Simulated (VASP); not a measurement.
Computed with LDA (Ceperley-Alder, Perdew-Zunger), VASP's LDA PAW potentials (set 64) (plane waves; VASP).

The input files of a VASP run:

**INCAR**
```
# general
SYSTEM   =  Nb3Sn
PREC     =  Accurate
ENCUT    =  500
LREAL    =  .FALSE.
LASPH    =  .TRUE.

# electronic loop
EDIFF    =  1E-6
NELM     =  100
ALGO     =  Normal
LMAXMIX  =  4

# smearing
ISMEAR   =  1
SIGMA    =  0.1

# ions
IBRION   =  2
NSW      =  40
ISIF     =  3
EDIFFG   =  -0.02
PSTRESS  =  200

# output
LWAVE    =  .FALSE.
LCHARG   =  .FALSE.
```

### KPOINTS
```
Automatic mesh
0
Gamma
6 6 6
0 0 0
```

File POSCAR:
```
Nb3Sn
1.0
  5.1369403208   0.0000000000   0.0000000000
  0.0000000000   5.1369403208   0.0000000000
  0.0000000000   0.0000000000   5.1369403208
Nb Sn
6 2
Cartesian
  1.2842350802   0.0000000000   2.5684701604
  2.5684701604   1.2842350802   0.0000000000
  2.5684701604   3.8527052406   0.0000000000
  3.8527052406   0.0000000000   2.5684701604
  0.0000000000   2.5684701604   3.8527052406
  0.0000000000   2.5684701604   1.2842350802
  2.5684701604   2.5684701604   2.5684701604
  0.0000000000   0.0000000000   0.0000000000
```

POTCAR, in this order: Nb_sv Sn_d (LDA.64 set). Program: vasp_std.

What VASP printed:

**OUTCAR**
```
 ion  position               nearest neighbor table
   1  0.250  0.000  0.500-   4 2.57   4 2.57   8 2.87   8 2.87   7 2.87   7 2.87
   2  0.500  0.250  0.000-   3 2.57   3 2.57   8 2.87   7 2.87   7 2.87   8 2.87
   3  0.500  0.750  0.000-   2 2.57   2 2.57   8 2.87   7 2.87   7 2.87   8 2.87
   4  0.750  0.000  0.500-   1 2.57   1 2.57   8 2.87   8 2.87   7 2.87   7 2.87
   5  0.000  0.500  0.750-   6 2.57   6 2.57   8 2.87   7 2.87   8 2.87   7 2.87
   6  0.000  0.500  0.250-   5 2.57   5 2.57   8 2.87   7 2.87   8 2.87   7 2.87
   7  0.500  0.500  0.500-   1 2.87   2 2.87   3 2.87   4 2.87   5 2.87   6 2.87   2 2.87   3 2.87
                             1 2.87   4 2.87   5 2.87   6 2.87
   8  0.000  0.000  0.000-   1 2.87   2 2.87   3 2.87   4 2.87   5 2.87   6 2.87   1 2.87   4 2.87
                             5 2.87   6 2.87   2 2.87   3 2.87
  LATTYP: Found a simple cubic cell.
 ALAT       =     5.1369403208
 Subroutine PRICEL returns:
 Original cell was already a primitive cell.
 Subroutine GETGRP returns: Found 48 space group operations
The static configuration has the point symmetry T_h .
 The point group associated with its full space group is O_h .
The dynamic configuration has the point symmetry T_h .
 Subroutine INISYM returns: Found 48 space group operations
 Subroutine IBZKPT returns following result:
 Found     20 irreducible k-points:

 Following reciprocal coordinates:
            Coordinates               Weight
  0.000000  0.000000  0.000000      1.000000
  0.166667  0.000000  0.000000      6.000000
  0.333333  0.000000  0.000000      6.000000
  0.500000  0.000000  0.000000      3.000000
  0.166667  0.166667  0.000000     12.000000
  0.333333  0.166667  0.000000     24.000000
  0.500000  0.166667  0.000000     12.000000
  0.333333  0.333333  0.000000     12.000000
  0.500000  0.333333  0.000000     12.000000
  0.500000  0.500000  0.000000      3.000000
  0.166667  0.166667  0.166667      8.000000
  0.333333  0.166667  0.166667     24.000000
  0.500000  0.166667  0.166667     12.000000
  0.333333  0.333333  0.166667     24.000000
  0.500000  0.333333  0.166667     24.000000
  0.500000  0.500000  0.166667      6.000000
  0.333333  0.333333  0.333333      8.000000
  0.500000  0.333333  0.333333     12.000000
  0.500000  0.500000  0.333333      6.000000
  0.500000  0.500000  0.500000      1.000000
   k-points           NKPTS =     20   k-points in BZ     NKDIM =     20   number of bands    NBANDS=     63
   number of dos      NEDOS =    301   number of ions     NIONS =      8
   total plane-waves  NPLWV =  64000
   dimension x,y,z NGX =    40 NGY =   40 NGZ =   40
   dimension x,y,z NGXF=    80 NGYF=   80 NGZF=   80
   ions per type =               6   2
   PREC   = accura    normal or accurate (medium, high low for compatibility)
   ISTART =      0    job   : 0-new  1-cont  2-samecut
   ICHARG =      2    charge: 1-file 2-atom 10-const
   ISPIN  =      1    spin polarized calculation?
   LNONCOLLINEAR =      F non collinear calculations
   LSORBIT =      F    spin-orbit coupling
   INIWAV =      1    electr: 0-lowe 1-rand  2-diag
   ENCUT  =  500.0 eV  36.75 Ry    6.06 a.u.   9.37  9.37  9.37*2*pi/ulx,y,z
   NELM   =    100;   NELMIN=  2; NELMDL= -5     # of ELM steps
   EDIFF  = 0.1E-05   stopping-criterion for ELM
   LREAL  =      F    real-space projection
   NLSPLINE    = F    spline interpolate recip. space projectors
   LMAXMIX     =    4 max onsite mixed and CHGCAR
   VOSKOWN=      0    Vosko Wilk Nusair interpolation
   EDIFFG = -.2E-01   stopping-criterion for IOM
   NSW    =     40    number of steps for IOM
   NBLOCK =      1;   KBLOCK =     40    inner block; outer block
   IBRION =      2    ionic relax: 0-MD 1-quasi-New 2-CG
   NFREE  =      1    steps in history (QN), initial steepest desc. (CG)
   ISIF   =      3    stress and relaxation
   ISYM   =      2    0-nonsym 1-usesym 2-fastsym
   TEIN   =    0.0    initial temperature
   TEBEG  =    0.0;   TEEND  =   0.0 temperature during run
   SMASS  =  -3.00    Nose mass-parameter (am)
...
```

**OSZICAR**
```
       N       E                     dE             d eps       ncg     rms          rms(c)
DAV:   1     0.192911860621E+04    0.19291E+04   -0.49300E+04  2578   0.225E+03
DAV:   2     0.209126680870E+03   -0.17200E+04   -0.16873E+04  2776   0.903E+02
DAV:   3    -0.482065153188E+02   -0.25733E+03   -0.24742E+03  3500   0.295E+02
DAV:   4    -0.781817198606E+02   -0.29975E+02   -0.29225E+02  3928   0.905E+01
DAV:   5    -0.807647015882E+02   -0.25830E+01   -0.25643E+01  4704   0.223E+01    0.200E+01
DAV:   6    -0.783117312527E+02    0.24530E+01   -0.76415E+00  3784   0.150E+01    0.711E+00
DAV:   7    -0.780362358157E+02    0.27550E+00   -0.19187E+00  4048   0.736E+00    0.256E+00
DAV:   8    -0.780329897989E+02    0.32460E-02   -0.22021E-01  4088   0.237E+00    0.821E-01
DAV:   9    -0.780344607262E+02   -0.14709E-02   -0.36552E-02  4168   0.110E+00    0.365E-01
DAV:  10    -0.780346583630E+02   -0.19764E-03   -0.64319E-03  3760   0.390E-01    0.484E-02
DAV:  11    -0.780346509748E+02    0.73882E-05   -0.70092E-04  4368   0.162E-01    0.261E-02
DAV:  12    -0.780346483444E+02    0.26304E-05   -0.49061E-05  4128   0.394E-02    0.607E-03
DAV:  13    -0.780346479476E+02    0.39679E-06   -0.62402E-06  2696   0.155E-02
   1 F= -.61113377E+02 E0= -.61112481E+02  d E =-.611134E+02
       N       E                     dE             d eps       ncg     rms          rms(c)
DAV:   1    -0.952367350795E+02   -0.17202E+02   -0.76536E+02  2534   0.240E+02    0.419E+01
DAV:   2    -0.797793174306E+02    0.15457E+02   -0.79150E+01  3150   0.830E+01    0.182E+01
DAV:   3    -0.736140370997E+02    0.61653E+01   -0.30735E+01  3701   0.386E+01    0.136E+01
DAV:   4    -0.738733883711E+02   -0.25935E+00   -0.34651E+00  3502   0.113E+01    0.636E+00
DAV:   5    -0.740243644948E+02   -0.15098E+00   -0.11607E+00  4105   0.546E+00    0.242E+00
DAV:   6    -0.740789258602E+02   -0.54561E-01   -0.15041E-01  4264   0.206E+00    0.130E+00
DAV:   7    -0.741041237602E+02   -0.25198E-01   -0.80291E-02  4321   0.113E+00    0.523E-01
DAV:   8    -0.741056712326E+02   -0.15475E-02   -0.74536E-03  3936   0.497E-01    0.152E-01
DAV:   9    -0.741056954322E+02   -0.24200E-04   -0.14181E-03  4520   0.193E-01    0.196E-02
DAV:  10    -0.741056995352E+02   -0.41030E-05   -0.12260E-04  4024   0.617E-02    0.141E-02
DAV:  11    -0.741057008409E+02   -0.13057E-05   -0.67824E-06  2832   0.147E-02    0.371E-03
DAV:  12    -0.741057010331E+02   -0.19219E-06   -0.12789E-06  2168   0.767E-03
   2 F= -.59677268E+02 E0= -.59678298E+02  d E =0.143611E+01
       N       E                     dE             d eps       ncg     rms          rms(c)
DAV:   1    -0.875166457616E+02   -0.13411E+02   -0.44138E+02  2559   0.203E+02    0.222E+01
DAV:   2    -0.815224474629E+02    0.59942E+01   -0.49141E+01  3378   0.559E+01    0.150E+01
DAV:   3    -0.772907757982E+02    0.42317E+01   -0.24628E+01  3772   0.336E+01    0.647E+00
DAV:   4    -0.773780471499E+02   -0.87271E-01   -0.28458E+00  3619   0.852E+00    0.289E+00
DAV:   5    -0.775056947788E+02   -0.12765E+00   -0.38805E-01  4184   0.331E+00    0.286E+00
DAV:   6    -0.775403198934E+02   -0.34625E-01   -0.11300E-01  3588   0.169E+00    0.129E+00
DAV:   7    -0.775579608166E+02   -0.17641E-01   -0.91055E-02  3896   0.141E+00    0.430E-01
DAV:   8    -0.775589648033E+02   -0.10040E-02   -0.14173E-02  3730   0.643E-01    0.574E-02
DAV:   9    -0.775589972146E+02   -0.32411E-04   -0.79381E-04  4440   0.147E-01    0.698E-02
DAV:  10    -0.775589682863E+02    0.28928E-04   -0.15870E-04  3864   0.623E-02    0.176E-02
DAV:  11    -0.775589701762E+02   -0.18899E-05   -0.18087E-05  3872   0.236E-02    0.549E-03
DAV:  12    -0.775589700533E+02    0.12290E-06   -0.11152E-06  1929   0.810E-03
   3 F= -.61292048E+02 E0= -.61291950E+02  d E =-.178671E+00
       N       E                     dE             d eps       ncg     rms          rms(c)
DAV:   1    -0.775346128096E+02    0.24357E-01   -0.83816E-02  2683   0.263E+00    0.345E-01
DAV:   2    -0.775332129184E+02    0.13999E-02   -0.89035E-03  3354   0.808E-01    0.195E-01
DAV:   3    -0.775324915073E+02    0.72141E-03   -0.46568E-03  3797   0.470E-01    0.126E-01
DAV:   4    -0.775324901578E+02    0.13495E-05   -0.56074E-04  3581   0.138E-01    0.504E-02
DAV:   5    -0.775325096213E+02   -0.19463E-04   -0.73196E-05  4080   0.461E-02    0.334E-02
DAV:   6    -0.775325172918E+02   -0.76705E-05   -0.20100E-05  3616   0.193E-02    0.126E-02
DAV:   7    -0.775325193853E+02   -0.20935E-05   -0.69479E-06  2720   0.125E-02    0.245E-03
DAV:   8    -0.775325193985E+02   -0.13202E-07   -0.85590E-07  1645   0.811E-03
   4 F= -.61292412E+02 E0= -.61292324E+02  d E =-.179035E+00
```

### OUTCAR
```
------------------------ aborting loop because EDIFF is reached ----------------------------------------
  FORCE on cell =-STRESS in cart. coord.  units (eV):
  Direction    XX          YY          ZZ          XY          YZ          ZX
  --------------------------------------------------------------------------------------
  Total       16.1853426     16.1853426     16.1853426      0.0000000     -0.0000000     -0.0000000
  in kB      199.3255614    199.3255614    199.3255614      0.0000000     -0.0000000     -0.0000000
  external PRESSURE =      -0.6744386 kB  Pullay stress =     200.0000000 kB
  volume of cell :      130.10
      direct lattice vectors                 reciprocal lattice vectors
     5.067065224 -0.000000000  0.000000000     0.197352897  0.000000000 -0.000000000
    -0.000000000  5.067065224 -0.000000000     0.000000000  0.197352897  0.000000000
     0.000000000 -0.000000000  5.067065224    -0.000000000  0.000000000  0.197352897
 POSITION                                       TOTAL-FORCE (eV/Angst)
 -----------------------------------------------------------------------------------
      1.26677     -0.00000      2.53353         0.000000      0.000000     -0.000000
      2.53353      1.26677      5.06707        -0.000000      0.000000     -0.000000
      2.53353      3.80030     -0.00000         0.000000     -0.000000      0.000000
      3.80030     -0.00000      2.53353        -0.000000     -0.000000     -0.000000
     -0.00000      2.53353      3.80030         0.000000      0.000000     -0.000000
     -0.00000      2.53353      1.26677         0.000000     -0.000000      0.000000
      2.53353      2.53353      2.53353         0.000000      0.000000      0.000000
     -0.00000      5.06707     -0.00000         0.000000      0.000000      0.000000
 -----------------------------------------------------------------------------------
    total drift:                                0.000000      0.000000      0.000000
  FREE ENERGIE OF THE ION-ELECTRON SYSTEM (eV)
  ---------------------------------------------------
  free  energy   TOTEN  =       -77.5325193985 eV

  energy  without entropy=      -77.5322566025  energy(sigma->0) =      -77.53243180
  enthalpy is  TOTEN    =       -61.2924119952 eV   P V=       16.2401074033

 reached required accuracy - stopping structural energy minimisation
```
(Selected blocks of OUTCAR.)

**CONTCAR**
```
Nb3Sn
   1.00000000000000
     5.0670652238111682   -0.0000000000000000    0.0000000000000000
    -0.0000000000000000    5.0670652238111682   -0.0000000000000000
     0.0000000000000000   -0.0000000000000000    5.0670652238111682
  Nb              Sn
     6     2
Direct
     0.2500000000000000    0.0000000000000000    0.5000000000000000
     0.5000000000000000    0.2500000000000000    1.0000000000000000
     0.5000000000000000    0.7500000000000000    0.0000000000000000
     0.7500000000000000    0.0000000000000000    0.5000000000000000
     0.0000000000000000    0.5000000000000000    0.7500000000000000
     0.0000000000000000    0.5000000000000000    0.2500000000000000
     0.5000000000000000    0.5000000000000000    0.5000000000000000
     0.0000000000000000    1.0000000000000000    0.0000000000000000
```

Energy and stress use the plane-wave basis of the starting cell.

The compound is Nb3Sn in the A15 structure. This run relaxes it under an external pressure of 20 GPa. Symmetry was kept, so distortions that lower it aren't found.
